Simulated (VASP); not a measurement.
KZnF3 (cubic perovskite), at 0.96 of the tabulated volume:

```
CELL_PARAMETERS angstrom
      3.99526     0.00000     0.00000
      0.00000     3.99526     0.00000
      0.00000     0.00000     3.99526
ATOMIC_POSITIONS crystal
  K  0.00000 0.00000 0.00000
  Zn 0.50000 0.50000 0.50000
  F  0.50000 0.00000 0.50000
  F  0.00000 0.50000 0.50000
  F  0.50000 0.50000 0.00000
```

The lowest empty band near Γ, direction [100], from mBJ (TB09) with spin-orbit coupling in VASP (PAW); its two spin partners are averaged. The gap over the points computed is 6.79 eV, and the next band on that side lies 3.18 eV away at the edge.

Settings: 520 eV cut-off, 6×6×6 Γ-centred mesh, Gaussian smearing of 0.050 eV, potentials K_sv Zn F.

```
distance from the edge in k (1/Å)  distance in energy (meV)
---------------------------------  ------------------------
0.025                                                   4.3
0.035                                                   8.4
0.050                                                  17.0
0.070                                                  33.3
```

Task: Fit E(1 + αE) = ħ²k²/2m* (ħ²/2m0 = 3.810 eV Å²) and predict the row at 0.095 1/Å.

Result: The rows don't resolve α, so a parabola serves: the electron mass is m* = 0.560 m0, and so 61.4 meV. The run gave 61.2 meV, -0.2 meV from the fit.

Left out are points under 3 meV from the edge, since the levels carry 0.1 meV, and points farther than half the way to the next band.

The compound is KZnF3 in the cubic perovskite structure. The cell was not relaxed at this level.
